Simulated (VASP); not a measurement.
Method: PBEsol GGA, VASP's PBE PAW potentials (set 64) (plane waves; VASP 6.6.1).

VASP input:

File KPOINTS:
```
Automatic mesh
0
gamma
 10 10 10
```

INCAR:
```
ISIF=2   ! forces and stress, cell fixed
SIGMA=0.05
NELM=100
ENCUT=400   ! plane-wave cut-off (eV)
EDIFF=1E-6   ! SCF stop (eV)
LASPH=.TRUE.   ! aspherical one-centre terms
LWAVE=.FALSE.
LREAL=.FALSE.   ! projection in real space or not
GGA=PS   ! PBEsol
LMAXMIX=6   ! l cut-off of mixed one-centre charges
SYSTEM=CeO2
ISMEAR=-1   ! Fermi-Dirac
LCHARG=.FALSE.
PREC=Accurate
ALGO=Normal
```

File POSCAR:
```
CeO2
1
    0.0000000000     2.7615340000     2.7615340000
    2.7615340000     0.0000000000     2.7615340000
    2.7615340000     2.7615340000     0.0000000000
Ce O
1 2
Direct
  0.0000000000   0.0000000000   0.0000000000
  0.2500000000   0.2500000000   0.2500000000
  0.7500000000   0.7500000000   0.7500000000
```

POTCAR, in this order: Ce O (PBE.64 set). Program: vasp_std.

Output of the run:

OSZICAR:
```
       N       E                     dE             d eps       ncg     rms          rms(c)
DAV:   1     0.210363543128E+03    0.21036E+03   -0.97916E+03  1520   0.162E+03
DAV:   2     0.366090908283E+01   -0.20670E+03   -0.19955E+03  2320   0.288E+02
DAV:   3    -0.308782208937E+02   -0.34539E+02   -0.29724E+02  1824   0.134E+02
DAV:   4    -0.325100024187E+02   -0.16318E+01   -0.16316E+01  2416   0.324E+01
DAV:   5    -0.325880072968E+02   -0.78005E-01   -0.78003E-01  2504   0.635E+00    0.269E+01
DAV:   6    -0.314220079802E+02    0.11660E+01   -0.94691E+01  2264   0.556E+01    0.304E+01
DAV:   7    -0.296288392621E+02    0.17932E+01   -0.20203E+02  2424   0.125E+02    0.189E+01
DAV:   8    -0.289228663160E+02    0.70597E+00   -0.36954E+00  1896   0.205E+01    0.126E+01
DAV:   9    -0.276019334302E+02    0.13209E+01   -0.55058E+00  2304   0.192E+01    0.217E+00
DAV:  10    -0.275565661625E+02    0.45367E-01   -0.20794E-01  2584   0.395E+00    0.158E+00
DAV:  11    -0.275250314675E+02    0.31535E-01   -0.49224E-02  2304   0.201E+00    0.128E+00
DAV:  12    -0.274841465781E+02    0.40885E-01   -0.15650E-01  2280   0.374E+00    0.673E-01
DAV:  13    -0.274864236554E+02   -0.22771E-02   -0.12774E-01  2424   0.306E+00    0.840E-01
DAV:  14    -0.274835529979E+02    0.28707E-02   -0.95231E-02  2288   0.273E+00    0.414E-01
DAV:  15    -0.274823373722E+02    0.12156E-02   -0.20008E-02  2168   0.129E+00    0.127E-01
DAV:  16    -0.274822080343E+02    0.12934E-03   -0.14779E-03  2296   0.373E-01    0.130E-02
DAV:  17    -0.274822193013E+02   -0.11267E-04   -0.10736E-04  2296   0.975E-02    0.202E-02
DAV:  18    -0.274822167079E+02    0.25934E-05   -0.63635E-06  2104   0.217E-02    0.169E-02
DAV:  19    -0.274822133496E+02    0.33582E-05   -0.15549E-05  1800   0.341E-02    0.415E-03
DAV:  20    -0.274822127817E+02    0.56794E-06   -0.38871E-06  1576   0.179E-02
   1 F= -.27482213E+02 E0= -.27482213E+02  d E =-.785456E-08
```

### OUTCAR
```
------------------------ aborting loop because EDIFF is reached ----------------------------------------
  FORCE on cell =-STRESS in cart. coord.  units (eV):
  Direction    XX          YY          ZZ          XY          YZ          ZX
  --------------------------------------------------------------------------------------
  Total       -4.2727069     -4.2727069     -4.2727069      0.0000000      0.0000000     -0.0000000
  in kB     -162.5296135   -162.5296135   -162.5296135      0.0000000      0.0000000     -0.0000000
  external PRESSURE =    -162.5296135 kB  Pullay stress =       0.0000000 kB
  volume of cell :       42.12
      direct lattice vectors                 reciprocal lattice vectors
     0.000000000  2.761534000  2.761534000    -0.181058788  0.181058788  0.181058788
     2.761534000  0.000000000  2.761534000     0.181058788 -0.181058788  0.181058788
     2.761534000  2.761534000  0.000000000     0.181058788  0.181058788 -0.181058788
 POSITION                                       TOTAL-FORCE (eV/Angst)
 -----------------------------------------------------------------------------------
      0.00000      0.00000      0.00000         0.000000      0.000000     -0.000000
      1.38077      1.38077      1.38077        -0.000000     -0.000000     -0.000000
      4.14230      4.14230      4.14230         0.000000      0.000000      0.000000
 -----------------------------------------------------------------------------------
    total drift:                                0.000000      0.000000      0.000000
  FREE ENERGIE OF THE ION-ELECTRON SYSTEM (eV)
  ---------------------------------------------------
  free  energy   TOTEN  =       -27.4822127817 eV

  energy  without entropy=      -27.4822127738  energy(sigma->0) =      -27.48221278
```
(Selected blocks of OUTCAR.)

At this cut-off the stress carries a Pulay error, which pulls relaxed volumes low.

The structure is a typed CeO2 crystal. The cell was not relaxed at this level. The run is one of a series of settings (GGA = PS, POTCAR Ce O (PBE.64 set) against the base run), some of them coarse on purpose. The run is not spin-polarised, so no magnetic state was tried.
